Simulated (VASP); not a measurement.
All values below come from r2SCAN meta-GGA, VASP's PBE PAW potentials (set 64) (plane waves; VASP).

The input files of a VASP run:

**INCAR**
```
SIGMA=0.1   # width (eV)
ISMEAR=1
IBRION=2   # conjugate gradients
LCHARG=F
ISIF=4   # ions and shape, fixed volume
ENCUT=520
LWAVE=F
LREAL=F   # projection in real space or not
PREC=Accurate
NELM=100   # most electronic steps
NSW=30
EDIFF=1E-7
METAGGA=R2SCAN
ALGO=Normal
LMIXTAU=T
SYSTEM=Gd
LASPH=T   # aspherical one-centre terms
EDIFFG=-0.01   # ionic stop
LMAXMIX=6
```

**POSCAR**
```
Gd
1.0
  1.8104404177  -3.1357745646   0.0000000000
  1.8104404177   3.1357745646   0.0000000000
  0.0000000000   0.0000000000   5.5252226548
Gd
2
Cart
  1.8104404177   1.0452602787   1.3813056637
  1.8104404177  -1.0452602787   4.1439169911
```

KPOINTS:
```
Automatic mesh
0
Gamma
11 11 7
0 0 0
```

POTCAR, in this order: Gd_3 (PBE.64 set). Program: vasp_std.

Output

**OSZICAR**
```
       N       E                     dE             d eps       ncg     rms          rms(c)
DAV:   1    -0.124063487981E+02   -0.12406E+02   -0.92517E+03  1664   0.128E+03
DAV:   2    -0.618692184644E+02   -0.49463E+02   -0.48338E+02  1794   0.249E+02
DAV:   3    -0.636939461752E+02   -0.18247E+01   -0.17622E+01  2242   0.289E+01
DAV:   4    -0.637419807212E+02   -0.48035E-01   -0.47302E-01  2361   0.417E+00
DAV:   5    -0.637443570036E+02   -0.23763E-02   -0.23725E-02  2624   0.560E-01    0.271E+01
DAV:   6    -0.614846628002E+02    0.22597E+01   -0.36528E-01  2129   0.654E+00    0.149E+01
DAV:   7    -0.600277988804E+02    0.14569E+01   -0.58154E-01  1949   0.767E+00    0.154E+00
DAV:   8    -0.611775142940E+02   -0.11497E+01   -0.60545E-01  1894   0.689E+00    0.367E+00
DAV:   9    -0.612432267146E+02   -0.65712E-01   -0.30406E-02  2399   0.142E+00    0.166E+00
DAV:  10    -0.612339605263E+02    0.92662E-02   -0.28645E-03  2471   0.292E-01    0.174E+00
DAV:  11    -0.612326213512E+02    0.13392E-02   -0.53443E-05  2424   0.644E-02    0.171E+00
DAV:  12    -0.611528326565E+02    0.79789E-01   -0.15979E-01  1664   0.494E+00    0.135E+00
DAV:  13    -0.611545569060E+02   -0.17242E-02   -0.13611E-03  2286   0.373E-01    0.132E+00
DAV:  14    -0.611644425726E+02   -0.98857E-02   -0.54872E-03  1684   0.739E-01    0.949E-01
DAV:  15    -0.611648281241E+02   -0.38555E-03   -0.12026E-03  1924   0.402E-01    0.718E-01
DAV:  16    -0.611647186438E+02    0.10948E-03   -0.11741E-04  2252   0.110E-01    0.612E-01
DAV:  17    -0.611642660428E+02    0.45260E-03   -0.24840E-03  1684   0.541E-01    0.123E-01
DAV:  18    -0.611644290620E+02   -0.16302E-03   -0.88748E-05  1886   0.736E-02    0.969E-02
DAV:  19    -0.611643339108E+02    0.95151E-04   -0.62220E-05  1779   0.616E-02    0.106E-01
DAV:  20    -0.611645267958E+02   -0.19288E-03   -0.18108E-04  1684   0.126E-01    0.443E-02
DAV:  21    -0.611647918878E+02   -0.26509E-03   -0.15203E-04  1694   0.147E-01    0.166E-01
DAV:  22    -0.611647647513E+02    0.27136E-04   -0.25093E-05  2192   0.454E-02    0.137E-01
DAV:  23    -0.611647849796E+02   -0.20228E-04   -0.57388E-06  1793   0.301E-02    0.950E-02
DAV:  24    -0.611647692652E+02    0.15714E-04   -0.29360E-06  1709   0.230E-02    0.578E-02
DAV:  25    -0.611647766581E+02   -0.73929E-05   -0.90855E-07  1854   0.116E-02    0.587E-02
DAV:  26    -0.611647773484E+02   -0.69031E-06   -0.12248E-06  1739   0.976E-03    0.111E-02
DAV:  27    -0.611647837458E+02   -0.63973E-05   -0.40725E-07  1714   0.951E-03    0.342E-03
DAV:  28    -0.611647823509E+02    0.13949E-05   -0.78966E-08   962   0.316E-03    0.489E-03
DAV:  29    -0.611647841521E+02   -0.18012E-05   -0.30621E-07  1694   0.595E-03    0.117E-03
DAV:  30    -0.611647837350E+02    0.41708E-06   -0.12373E-08   862   0.116E-03    0.508E-04
DAV:  31    -0.611647837369E+02   -0.18686E-08   -0.38532E-09   862   0.634E-04
   1 F= -.61164784E+02 E0= -.61163405E+02  d E =-.611648E+02
       N       E                     dE             d eps       ncg     rms          rms(c)
DAV:   1    -0.611776088289E+02   -0.12825E-01   -0.56782E-01  1684   0.562E+00    0.444E-01
DAV:   2    -0.611702111413E+02    0.73977E-02   -0.12056E-02  2009   0.861E-01    0.331E-01
DAV:   3    -0.611700310496E+02    0.18009E-03   -0.21048E-03  1892   0.468E-01    0.144E-01
DAV:   4    -0.611696524366E+02    0.37861E-03   -0.14407E-03  2377   0.284E-01    0.732E-02
DAV:   5    -0.611697532714E+02   -0.10083E-03   -0.20843E-04  2070   0.127E-01    0.648E-02
DAV:   6    -0.611697560872E+02   -0.28158E-05   -0.10303E-05  2332   0.262E-02    0.369E-02
DAV:   7    -0.611697705222E+02   -0.14435E-04   -0.28411E-05  1729   0.540E-02    0.325E-03
DAV:   8    -0.611697710985E+02   -0.57626E-06   -0.31792E-06  1989   0.194E-02    0.157E-03
DAV:   9    -0.611697708523E+02    0.24621E-06   -0.51119E-07  1964   0.743E-03    0.314E-03
DAV:  10    -0.611697710726E+02   -0.22029E-06   -0.32304E-07  1794   0.597E-03    0.666E-04
DAV:  11    -0.611697708270E+02    0.24555E-06   -0.71650E-08   972   0.293E-03    0.455E-04
DAV:  12    -0.611697708597E+02   -0.32655E-07   -0.23332E-09   877   0.495E-04
   2 F= -.61169771E+02 E0= -.61169249E+02  d E =-.498712E-02
       N       E                     dE             d eps       ncg     rms          rms(c)
DAV:   1    -0.611756744534E+02   -0.59036E-02   -0.32190E-01  1684   0.423E+00    0.345E-01
DAV:   2    -0.611713070425E+02    0.43674E-02   -0.68458E-03  1984   0.650E-01    0.230E-01
DAV:   3    -0.611711602948E+02    0.14675E-03   -0.12561E-03  1882   0.361E-01    0.952E-02
DAV:   4    -0.611709561144E+02    0.20418E-03   -0.82062E-04  2402   0.213E-01    0.542E-02
DAV:   5    -0.611710089300E+02   -0.52816E-04   -0.10964E-04  2061   0.917E-02    0.483E-02
DAV:   6    -0.611710097895E+02   -0.85951E-06   -0.33668E-06  2652   0.111E-02    0.434E-02
DAV:   7    -0.611710190729E+02   -0.92834E-05   -0.91319E-06  1779   0.339E-02    0.207E-02
DAV:   8    -0.611710205620E+02   -0.14891E-05   -0.10967E-05  1976   0.283E-02    0.959E-03
DAV:   9    -0.611710199724E+02    0.58962E-06   -0.10312E-06  2014   0.848E-03    0.760E-03
DAV:  10    -0.611710199739E+02   -0.15225E-08   -0.66171E-08  1032   0.269E-03
   3 F= -.61171020E+02 E0= -.61170923E+02  d E =-.623624E-02
```

File OUTCAR:
```
------------------------ aborting loop because EDIFF is reached ----------------------------------------
  FORCE on cell =-STRESS in cart. coord.  units (eV):
  Direction    XX          YY          ZZ          XY          YZ          ZX
  --------------------------------------------------------------------------------------
  Total        0.8801967      0.8801966      0.8925139      0.0000000     -0.0000000      0.0000000
  in kB       22.4792326     22.4792292     22.7937998      0.0000000     -0.0000000      0.0000000
  external PRESSURE =      22.5840872 kB  Pullay stress =       0.0000000 kB
  volume of cell :       62.73
      direct lattice vectors                 reciprocal lattice vectors
     1.794226927 -3.107691964 -0.000000000     0.278671551 -0.160891107  0.000000000
     1.794226927  3.107691964  0.000000000     0.278671551  0.160891107  0.000000000
     0.000000000  0.000000000  5.625530954     0.000000000 -0.000000000  0.177760999
 POSITION                                       TOTAL-FORCE (eV/Angst)
 -----------------------------------------------------------------------------------
      1.79423      1.03590      1.40638         0.000000      0.000000      0.000000
      1.79423     -1.03590      4.21915        -0.000000     -0.000000      0.000000
 -----------------------------------------------------------------------------------
    total drift:                               -0.000004      0.000113     -0.000010
  FREE ENERGIE OF THE ION-ELECTRON SYSTEM (eV)
  ---------------------------------------------------
  free  energy   TOTEN  =       -61.1710199739 eV

  energy  without entropy=      -61.1707278304  energy(sigma->0) =      -61.17092259

 reached required accuracy - stopping structural energy minimisation
```
(Selected blocks of OUTCAR.)

File CONTCAR:
```
Gd
   1.00000000000000
     1.7942269270189566   -3.1076919638247356   -0.0000000000000000
     1.7942269270189566    3.1076919638247356    0.0000000000000000
     0.0000000000000000    0.0000000000000000    5.6255309536466802
  Gd
     2
Direct
     0.3333330000000032    0.6666669999999968    0.2500000000000000
     0.6666669999999968    0.3333330000000032    0.7500000000000000
```

The 4f electrons are frozen in the core of the lanthanide potential, so 4f levels, which can set the real gap, and their magnetism are missing.

The compound is Gd in the hcp structure. This cell is one point of a volume scan, at 0.94 of the reference volume. Symmetry was kept, so distortions that lower it aren't found.
